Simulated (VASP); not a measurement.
Data:

```
SrTiO3
1.0
    3.80230     0.00000     0.00000
    0.00000     3.80230     0.00000
    0.00000     0.00000     3.80230
Sr Ti O
1 1 3
Direct
  0.00000   0.00000   0.00000
  0.50000   0.50000   0.50000
  0.50000   0.00000   0.50000
  0.00000   0.50000   0.50000
  0.50000   0.50000   0.00000
```

All values below come from LDA (Ceperley-Alder, Perdew-Zunger), VASP's LDA PAW potentials (set 64) (plane waves; VASP). Run with 620 eV cut-off, 6×6×6 Γ-centred mesh, Gaussian smearing of 0.050 eV, potentials Sr_sv Ti_sv O.

### Question
Predict the energy per atom (σ→0), pressure, band gap (on the k-mesh) with the smallest direct gap where there is one.

### Answer

| Property | Value |
|---|---|
| band gap (on the k-mesh) | 1.88 eV |
| smallest direct gap (on the k-mesh) | 2.18 eV |
| energy per atom (σ→0) | -8.821 eV/atom |
| pressure | 9.93 GPa |

Only differences to runs with the same potentials and settings are physical.

The compound is SrTiO3 in the cubic perovskite structure, the ideal cubic form; the compound distorts at low or room temperature. It was relaxed first under an external pressure of 10 GPa.
